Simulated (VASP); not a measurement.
Consider the following.

```
Al2Pt
1.0
    0.00000     2.89427     2.89427
    2.89427     0.00000     2.89427
    2.89427     2.89427     0.00000
Al Pt
2 1
Direct
  0.25000   0.25000   0.25000
  0.75000   0.75000   0.75000
  0.00000   0.00000   0.00000
```

Computed with vdW-DF-cx, VASP's PBE PAW potentials (set 64) (plane waves; VASP 6.6.1). Run with 520 eV cut-off, 9×9×9 Γ-centred mesh, first-order Methfessel-Paxton smearing of 0.10 eV, potentials Al Pt.

Q: Give the stress tensor in GPa (positive for a compressed cell).

A: 
```
9.72  0.00  0.00
0.00  9.72  0.00
0.00  0.00  9.72
```
The pressure is its mean diagonal, 9.72 GPa.

The compound is PtAl2 in the fluorite structure. This cell is one point of a volume scan, at 0.94 of the reference volume.
